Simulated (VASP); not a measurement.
Output of a VASP run:

**OSZICAR**
```
       N       E                     dE             d eps       ncg     rms          rms(c)
DAV:   1     0.262301389621E+03    0.26230E+03   -0.17182E+04  3016   0.347E+03
DAV:   2     0.240844797681E+02   -0.23822E+03   -0.23512E+03  3562   0.672E+02
DAV:   3    -0.126341820665E+02   -0.36719E+02   -0.36359E+02  4138   0.176E+02
DAV:   4    -0.140305259927E+02   -0.13963E+01   -0.13738E+01  3604   0.364E+01
DAV:   5    -0.140871613675E+02   -0.56635E-01   -0.56591E-01  4292   0.856E+00    0.150E+01
DAV:   6    -0.140529358146E+02    0.34226E-01   -0.76807E-02  4376   0.483E+00    0.885E+00
DAV:   7    -0.140458424471E+02    0.70934E-02   -0.54162E-02  4552   0.334E+00    0.331E-01
DAV:   8    -0.140449565690E+02    0.88588E-03   -0.76545E-03  3388   0.158E+00    0.101E-01
DAV:   9    -0.140449552348E+02    0.13342E-05   -0.67761E-04  4584   0.302E-01    0.226E-02
DAV:  10    -0.140449554884E+02   -0.25357E-06   -0.26217E-05  3392   0.536E-02    0.132E-02
DAV:  11    -0.140449552355E+02    0.25290E-06   -0.44825E-06  4218   0.183E-02    0.589E-03
DAV:  12    -0.140449551770E+02    0.58417E-07   -0.63758E-07  3280   0.908E-03
   1 F= -.14044955E+02 E0= -.14044971E+02  d E =-.140450E+02
```

**OUTCAR**
```
------------------------ aborting loop because EDIFF is reached ----------------------------------------
  FORCE on cell =-STRESS in cart. coord.  units (eV):
  Direction    XX          YY          ZZ          XY          YZ          ZX
  --------------------------------------------------------------------------------------
  Total        0.1323567      0.1323567      0.3581219     -0.0000000     -0.0000000      0.0000000
  in kB        3.2960210      3.2960206      8.9181511     -0.0000000     -0.0000000      0.0000000
  external PRESSURE =       5.1700642 kB  Pullay stress =       0.0000000 kB
  volume of cell :       64.34
      direct lattice vectors                 reciprocal lattice vectors
     4.295468862  0.000000000  0.000000000     0.232803457  0.134409146  0.000000000
    -2.147734431  3.719984949  0.000000000     0.000000000  0.268818292  0.000000000
     0.000000000  0.000000000  4.026380787     0.000000000  0.000000000  0.248362004
 POSITION                                       TOTAL-FORCE (eV/Angst)
 -----------------------------------------------------------------------------------
      0.00000      0.00000      0.00000         0.000000      0.000000      0.000000
      2.14774      1.23999      2.08985         0.000000      0.000000      0.006370
     -0.00000      2.47999      1.93653        -0.000000     -0.000000     -0.006370
 -----------------------------------------------------------------------------------
    total drift:                               -0.000000      0.000000      0.000000
  FREE ENERGIE OF THE ION-ELECTRON SYSTEM (eV)
  ---------------------------------------------------
  free  energy   TOTEN  =       -14.0449551770 eV

  energy  without entropy=      -14.0450036216  energy(sigma->0) =      -14.04497133

 reached required accuracy - stopping structural energy minimisation
```
(Selected blocks of OUTCAR.)

File POSCAR:
```
EuGe2
1
    4.2954688620     0.0000000000     0.0000000000
   -2.1477344311     3.7199849491     0.0000000000
    0.0000000000     0.0000000000     4.0263807873
Eu Ge
1 2
Direct
  0.0000000000   1.0000000000   0.0000000000
  0.6666670000   0.3333330000   0.5190399076
  0.3333330000   0.6666670000   0.4809600924
```

Reconstruct the remaining input files.

This is not unique; one that fits is the input of the run itself, PBEsol GGA, plane waves, VASP's PBE PAW potentials (set 64).

File KPOINTS:
```
Automatic mesh
0
G
 8 8 8
```

INCAR:
```
! general
SYSTEM  = EuGe2
PREC    = Accurate
ENCUT   = 480
LREAL   = .FALSE.
LASPH   = .TRUE.

! electronic loop
EDIFF   = 1E-7
NELM    = 100
ALGO    = Normal
LMAXMIX = 6

! smearing
ISMEAR  = 1
SIGMA   = 0.1

! functional
GGA     = PS

! ions
IBRION  = 2
NSW     = 30
ISIF    = 2
EDIFFG  = -0.01

! output
LWAVE   = .FALSE.
LCHARG  = .FALSE.
```

POTCAR, in this order: Eu_2 Ge_d (PBE.64 set). Program: vasp_std.

The 4f electrons are frozen in the core of the lanthanide potential, so 4f levels, which can set the real gap, and their magnetism are missing.

The structure comes from a computed database's EuGe2 entry (P-3m1); how it stands against other phases isn't given here. This cell was strained or had an atom moved on purpose.
